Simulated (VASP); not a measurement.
Energy against volume of CsBr (CsCl type). These are PBEsol GGA, VASP's PBE PAW potentials (set 64) (plane waves; VASP 6.6.1) values and carry that method's errors. Settings: 520 eV cut-off, 6×6×6 Γ-centred mesh, Gaussian smearing of 0.050 eV, potentials Cs_sv Br.

```tsv
V (Å³/atom)	E (eV/atom)
37.233	-3.17195
38.385	-3.17365
39.536	-3.17197
40.688	-3.16749
```

Problem. Fit these four points and predict the energy of the run at 36.082 Å³/atom.

Solution. A cubic in V^(−2/3), the third-order Birch-Murnaghan form, passes through the four points with V0 = 38.35 Å³/atom and B0 = 16 GPa, and gives -3.1662 eV/atom there. The run gave -3.1661 eV/atom, +0.0 meV/atom from the fit; all five points give B0 = 16 GPa.

The compound is CsBr in the CsCl type structure. It was relaxed first.
